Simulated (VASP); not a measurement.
# VMoS3 (P-4m2) in VASP: relaxation of cell and atoms with PBE

Aim: the relaxation of cell and atoms of VMoS3 with PBE.

Everything below comes from runs of VASP 6.6.1. Logs are shortened: lines on timing, memory, paths and dates and some standing lists are left out, and cuts for length are marked.

## Step 1: The structure

It takes space group P-4m2 (No. 115, tetragonal). Conventional cell: a = 4.311 Å, b = 4.311 Å, c = 5.580 Å, α = 90.00°, β = 90.00°, γ = 90.00°. V (site symmetry -4m2) has 2 Mo at 2.79 Å and 4 S at 2.94 Å as nearest neighbours. Mo (site symmetry -4m2) has 4 S at 2.29 Å as nearest neighbours. Around S (site symmetry 2mm) lie 2 Mo at 2.29 Å and 2 S at 2.29 Å. S (site symmetry -4m2) is surrounded by 4 S at 2.29 Å.

The cell was built by a generator and needn't be a form met in nature.

## Step 2: Relaxation of cell and atoms, PBE, collinear spin, ferromagnetic start

INCAR

```
SYSTEM = VMoS3
PREC = Normal ; ENCUT = 520
EDIFF = 1E-4 ; ISMEAR = 0
SIGMA = 0.15 ; LREAL = .FALSE.
LASPH = .TRUE. ; NELM = 60
ALGO = Fast ; ISIF = 3
LWAVE = .FALSE. ; LCHARG = .FALSE.
ISPIN = 2 ; MAGMOM = 2 1 0 0 0
LORBIT = 11 ; LMAXMIX = 4
GGA = PE ; IBRION = 2
NSW = 24 ; EDIFFG = -0.08
```

KPOINTS

```
Automatic mesh
0
G
  3 3 3
  0 0 0
```

POSCAR

```
VMoS3
1.0
    4.3106085200      0.0000000000      0.0000000000
    0.0000000000      4.3106085200      0.0000000000
    0.0000000000      0.0000000000      5.5804684100
V Mo S
1 1 3
Direct
    0.0000000000      0.0000000000      0.0000000000
    0.0000000000      0.0000000000      0.5000000000
    0.0000000000      0.5000000000      0.6407307900
    0.5000000000      0.0000000000      0.3592692100
    0.5000000000      0.5000000000      0.5000000000
```

Potentials or basis: VASP PAW PBE potentials, release 64 (V_sv, Mo_sv, S).

Started as:

```console
> cat potpaw_PBE.64/V_sv/POTCAR potpaw_PBE.64/Mo_sv/POTCAR potpaw_PBE.64/S/POTCAR > POTCAR
> mpirun -np 1 vasp_std > vasp.out
```

OUTCAR:

```text
SYSTEM = VMoS3
   PREC = Normal
   ENCUT = 520
   EDIFF = 1E-4
   ISMEAR = 0
   LREAL = .FALSE.
   LASPH = .TRUE.
   NELM = 60
   ISIF = 3
   ISPIN = 2
   LORBIT = 11
   GGA = PE
   IBRION = 2
   NSW = 24
   EDIFFG = -0.08

 ion  position               nearest neighbor table
   1  0.000  0.000  0.000-   2 2.79   2 2.79
   2  0.000  0.000  0.500-   3 2.29   4 2.29   3 2.29   4 2.29   1 2.79   1 2.79   5 3.05   5 3.05
                             5 3.05   5 3.05
   3  0.000  0.500  0.641-   2 2.29   5 2.29   2 2.29   5 2.29
   4  0.500  0.000  0.359-   2 2.29   5 2.29   5 2.29   2 2.29
   5  0.500  0.500  0.500-   3 2.29   4 2.29   4 2.29   3 2.29   2 3.05   2 3.05   2 3.05   2 3.05

  LATTYP: Found a simple tetragonal cell.
 ALAT       =     4.3106085200
 C/A-ratio  =     1.2945894725

  Lattice vectors:

 A1 = (   4.3106085200,   0.0000000000,   0.0000000000)
 A2 = (   0.0000000000,   4.3106085200,   0.0000000000)
 A3 = (   0.0000000000,   0.0000000000,   5.5804684100)

Analysis of symmetry for initial positions (statically):
=====================================================================
 Subroutine PRICEL returns:
 Original cell was already a primitive cell.

 Routine SETGRP: Setting up the symmetry group for a
 simple tetragonal supercell.

 Subroutine GETGRP returns: Found  8 space group operations
 (whereof  8 operations were pure point group operations)
 out of a pool of 16 trial point group operations.

The static configuration has the point symmetry D_2d.

Analysis of symmetry for dynamics (positions and initial velocities):
=====================================================================
 Subroutine PRICEL returns:
 Original cell was already a primitive cell.

 Routine SETGRP: Setting up the symmetry group for a
 simple tetragonal supercell.

 Subroutine GETGRP returns: Found  8 space group operations
 (whereof  8 operations were pure point group operations)
 out of a pool of 16 trial point group operations.

The dynamic configuration has the point symmetry D_2d.

Analysis of structural, dynamic, and magnetic symmetry:
=====================================================================
 Subroutine PRICEL returns:
 Original cell was already a primitive cell.

 Routine SETGRP: Setting up the symmetry group for a
 simple tetragonal supercell.

 Subroutine GETGRP returns: Found  8 space group operations
 (whereof  8 operations were pure point group operations)
 out of a pool of 16 trial point group operations.

The overall configuration has the point symmetry D_2d.

 Subroutine INISYM returns: Found  8 space group operations
 (whereof  8 operations are pure point group operations),
 and found     1 'primitive' translations

----------------------------------------------------------------------------------------

                                     Primitive cell

  volume of cell :     103.6926

  direct lattice vectors                    reciprocal lattice vectors
     4.310608520  0.000000000  0.000000000     0.231985808  0.000000000  0.000000000
     0.000000000  4.310608520  0.000000000     0.000000000  0.231985808  0.000000000
     0.000000000  0.000000000  5.580468410     0.000000000  0.000000000  0.179196427

  length of vectors
     4.310608520  4.310608520  5.580468410     0.231985808  0.231985808  0.179196427

  position of ions in fractional coordinates (direct lattice)
     0.000000000  0.000000000  0.000000000
     0.000000000  0.000000000  0.500000000
     0.000000000  0.500000000  0.640730790
     0.500000000  0.000000000  0.359269210
     0.500000000  0.500000000  0.500000000

  ion indices of the primitive-cell ions
   primitive index   ion index
                 1           1
                 2           2
                 3           3
                 4           4
                 5           5

----------------------------------------------------------------------------------------
[... 32 lines left out ...]
  0.333333  0.333333  0.333333      8.000000
   k-points           NKPTS =      6   k-points in BZ     NKDIM =      6   number of bands    NBANDS=     29
   number of dos      NEDOS =    301   number of ions     NIONS =      5
   total plane-waves  NPLWV =  18432
   dimension x,y,z NGX =    24 NGY =   24 NGZ =   32
   dimension x,y,z NGXF=    48 NGYF=   48 NGZF=   64
   ions per type =               1   1   3
   NGX,Y,Z   is equivalent  to a cutoff of   9.26,  9.26,  9.53 a.u.
   NGXF,Y,Z  is equivalent  to a cutoff of  18.51, 18.51, 19.07 a.u.
 SYSTEM =  VMoS3
   PREC   = normal    normal or accurate (medium, high low for compatibility)
   ISTART =      0    job   : 0-new  1-cont  2-samecut
   ICHARG =      2    charge: 1-file 2-atom 10-const
   ISPIN  =      2    spin polarized calculation?
   LNONCOLLINEAR =      F non collinear calculations
   LSORBIT =      F    spin-orbit coupling
   LASPH  =      T    aspherical Exc in radial PAW
   ENCUT  =  520.0 eV  38.22 Ry    6.18 a.u.   8.01  8.01 10.38*2*pi/ulx,y,z
   NELM   =     60;   NELMIN=  2; NELMDL= -5     # of ELM steps
   EDIFF  = 0.1E-03   stopping-criterion for ELM
   LREAL  =      F    real-space projection
   EDIFFG = -.8E-01   stopping-criterion for IOM
   NSW    =     24    number of steps for IOM
   IBRION =      2    ionic relax: 0-MD 1-quasi-New 2-CG
   NFREE  =      1    steps in history (QN), initial steepest desc. (CG)
   ISIF   =      3    stress and relaxation
   ISYM   =      2    0-nonsym 1-usesym 2-fastsym
   POTIM  = 0.5000    time-step for ionic-motion
   TEBEG  =    0.0;   TEEND  =   0.0 temperature during run
   PSTRESS=    0.0 pullay stress
   NELECT =      45.0000    total number of electrons
   NUPDOWN=      -1.0000    fix difference up-down
   EMIN   =  10.00;   EMAX   =-10.00  energy-range for DOS
   EFERMI =   0.00;   METHOD = LEGACY
   ISMEAR =     0;   SIGMA  =   0.15  broadening in eV -4-tet -1-fermi 0-gaus
   EFERMI_NEDOS =   21; number of points for ismear=-14 and -15
   IALGO  =     68    algorithm
   IMIX   =      4    mixing-type and parameters
     AMIX     =   0.40;   BMIX     =  1.00
     AMIX_MAG =   1.60;   BMIX_MAG =  1.00
  volume/ion in A,a.u.               =      20.74       139.95
  Fermi-wavevector in a.u.,A,eV,Ry     =   1.239452  2.342225 20.901833  1.536241
  Thomas-Fermi vector in A             =   2.373935
   LORBIT       =     11    0 simple, 1 ext, 2 COOP (PROOUT), +10 PAW based schemes
   GGA     = PE    functional components
   LHFCALC =     F    Hartree Fock is set to
   AEXX    =    0.0000 exact exchange contribution
   IVDW    =     0    specifies the selected vdW correction
   LEPSILON=     F    determine dielectric tensor
   LRPA    =     F    only Hartree local field effects (RPA)
 conjugate gradient relaxation of ions
 spin polarized calculation
 RMM-DIIS sequential band-by-band and
 Gauss-broadening in eV      SIGMA  =   0.15
  energy-cutoff  :      520.00
  volume of cell :      103.69
 maximum number of plane-waves:      2800
   NGX = 17   NGY = 17   NGZ = 21

--------------------------------------- Ionic step        1  -------------------------------------------

 number of electron      45.0000050 magnetization       3.2225582

 Free energy of the ion-electron system (eV)
  ---------------------------------------------------
  ext. energy  EPLUGINS =         0.00000000
  ---------------------------------------------------
  free energy    TOTEN  =       -28.01093889 eV

  energy without entropy =      -27.96161058  energy(sigma->0) =      -27.98627474

------------------------ aborting loop because EDIFF is reached ----------------------------------------

  FORCE on cell =-STRESS in cart. coord.  units (eV):
  Direction    XX          YY          ZZ          XY          YZ          ZX
  --------------------------------------------------------------------------------------
  -------------------------------------------------------------------------------------
  Total        6.9062447      6.9062447     -3.4663217      0.0000000     -0.0000000      0.0000000
  in kB      106.7099027    106.7099027    -53.5588970      0.0000000     -0.0000000      0.0000000
  external PRESSURE =      53.2869694 kB  Pullay stress =       0.0000000 kB
[... 98 lines left out ...]
  FREE ENERGIE OF THE ION-ELECTRON SYSTEM (eV)
  ---------------------------------------------------
  free  energy   TOTEN  =       -28.4717112263 eV

  energy  without entropy=      -28.4126082506  energy(sigma->0) =      -28.44215974

 E-fermi :   7.0213     XC(G=0): -10.1876

 val. band max:        7.0176787445   @ k =   0.0000   0.0000   0.0000
 cond. band min:       7.0625419960   @ k =   0.3333   0.3333   0.3333
 fundamental gap:      0.0448632514
 Fermi energy:         7.0213259816

 spin component 1

 k-point     1 :       0.0000    0.0000    0.0000
  band No.  band energies     occupation
      1     -57.7352      1.00000
      2     -53.5402      1.00000
      3     -32.0185      1.00000
      4     -31.7001      1.00000
      5     -31.7001      1.00000
      6     -27.7688      1.00000
[... 376 lines left out ...]
     28       8.7780      0.00000
     29       8.9082      0.00000

[... ionic steps 4 to 14 ...]

--------------------------------------- Ionic step       15  -------------------------------------------

 number of electron      45.0000093 magnetization       1.0012966

------------------------ aborting loop because EDIFF is reached ----------------------------------------
[... 73 lines left out ...]
--------------------------------------- Ionic step       17  -------------------------------------------

 number of electron      45.0000089 magnetization       0.9996222

 Free energy of the ion-electron system (eV)
  ---------------------------------------------------
  ext. energy  EPLUGINS =         0.00000000
  ---------------------------------------------------
  free energy    TOTEN  =       -29.11950270 eV

  energy without entropy =      -29.08972541  energy(sigma->0) =      -29.10461406

 E-fermi :   6.3685     XC(G=0):  -9.8812

 val. band max:        6.2769305750   @ k =   0.0000   0.0000   0.0000
 cond. band min:       6.4308815118   @ k =   0.3333   0.3333   0.3333
 fundamental gap:      0.1539509368
 Fermi energy:         6.3685362365

 spin component 1

 k-point     1 :       0.0000    0.0000    0.0000
  band No.  band energies     occupation
      1     -58.4124      1.00000
      2     -54.1236      1.00000
      3     -32.5756      1.00000
      4     -32.3665      1.00000
      5     -32.3665      1.00000
      6     -28.3347      1.00000
[... 408 lines left out ...]
  FREE ENERGIE OF THE ION-ELECTRON SYSTEM (eV)
  ---------------------------------------------------
  free  energy   TOTEN  =       -29.1195027033 eV

  energy  without entropy=      -29.0897254074  energy(sigma->0) =      -29.10461406

 reached required accuracy - stopping structural energy minimisation

 total charge

# of ion       s       p       d       tot
------------------------------------------
    1        2.207   6.095   3.304  11.607
    2        2.307   6.124   4.310  12.740
    3        1.362   2.238   0.000   3.601
    4        1.362   2.238   0.000   3.601
    5        1.419   2.127   0.000   3.546
--------------------------------------------------
tot          8.657  18.823   7.614  35.094

 magnetization (x)

# of ion       s       p       d       tot
------------------------------------------
    1        0.018   0.002   1.778   1.797
    2       -0.015  -0.005  -0.909  -0.929
    3        0.002  -0.010   0.000  -0.009
    4        0.002  -0.010   0.000  -0.009
    5       -0.000  -0.045   0.000  -0.045
--------------------------------------------------
tot          0.006  -0.069   0.869   0.806
```

Run time: 4 min. Hardware: 1 thread of Intel Xeon Platinum 8488C (Sapphire Rapids), shared host; peak memory 0.19 GiB.

Results:

- Free energy: -29.1195 eV
- Relaxed volume: 20.62 Å³/atom
- Relaxed cell: a = 4.726 Å, b = 4.726 Å, c = 4.617 Å, α = 90.00°, β = 90.00°, γ = 90.00°
- Space group after relaxing (to 0.05 Å): P-4m2 (No. 115)
- Energy gained by relaxing: 221.7 meV/atom
- Ionic steps: 17
- Pressure after relaxing: -0.2 GPa
- Largest force after relaxing: 0.022 eV/Å
- Band gap on the k mesh: 0.15 eV, indirect (least direct gap 0.19 eV)
- Net moment: 1.00 μB per cell
- Site moments: V +1.80; Mo -0.93; S -0.01, -0.04 μB
- Valence electrons inside the program's atomic spheres: V 11.61; Mo 12.74; S 3.60, 3.55

Forces in eV/Å, atoms in the order of the input:
```
V    0.000  0.000  0.000
Mo   0.000  0.000  0.000
S    0.000  0.000 -0.022
S    0.000  0.000  0.022
S    0.000  0.000  0.000
```

The path:
```
step  energy change (eV)  largest force (eV/Å)  pressure (GPa)  volume (Å³)
   1              0.0000                1.3850            5.33       103.69
   2             -0.4510                0.0043           -5.20       114.03
   3             -0.4608                0.1921           -4.05       112.39
   4             -0.7285                0.2520           -2.02       106.36
   5             -0.9105                0.0310            1.20       101.62
   6             -0.7724                0.1415           10.36        91.98
   7             -0.9947                0.0560            3.08        98.67
   8             -1.0041                0.0806            4.35        96.90
   9             -0.9739                0.1566            3.93        97.48
  10             -1.0379                0.0292            4.19        97.18
  11             -1.0923                0.2243            0.13       101.55
  12             -1.0924                0.2336            0.06       101.77
  13             -1.0917                0.2510           -0.48       102.23
  14             -1.0923                0.2375           -0.17       101.87
  15             -1.0954                0.2065           -0.01       101.99
  16             -1.1028                0.1473           -0.20       102.37
  17             -1.1086                0.0219           -0.22       103.12
```

Final structure:
```
CELL_PARAMETERS angstrom
4.72596 0.00000 0.00000
0.00000 4.72596 0.00000
0.00000 0.00000 4.61682
ATOMIC_POSITIONS crystal
V 0.00000 0.00000 0.00000
Mo 0.00000 0.00000 0.50000
S 0.00000 0.50000 0.64970
S 0.50000 0.00000 0.35030
S 0.50000 0.50000 0.50000
```

Levels at points of the mesh, in eV from the valence-band top:
Spin up:
```csv
k point,band 21,band 22,band 23,band 24,band 25,band 26
"(0.00, 0.00, 0.00)",-1.04,-1.04,0.00,0.24,0.41,1.67
```
Spin down:
| k point | band 20 | band 21 | band 22 | band 23 | band 24 | band 25 |
| --- | --- | --- | --- | --- | --- | --- |
| (0.00, 0.00, 0.00) | -1.99 | -0.79 | -0.79 | 0.85 | 0.92 | 2.01 |

Caveat: the k mesh is coarse (spacing up to 0.49 Å⁻¹), so the values aren't converged; an odd mesh through Γ misses points on the zone boundary, where band edges often lie; the relaxation stopped at a loose force limit of 0.08 eV/Å, so its end isn't a converged minimum. A hybrid or GW would open this gap; PBE tends to underestimate it.
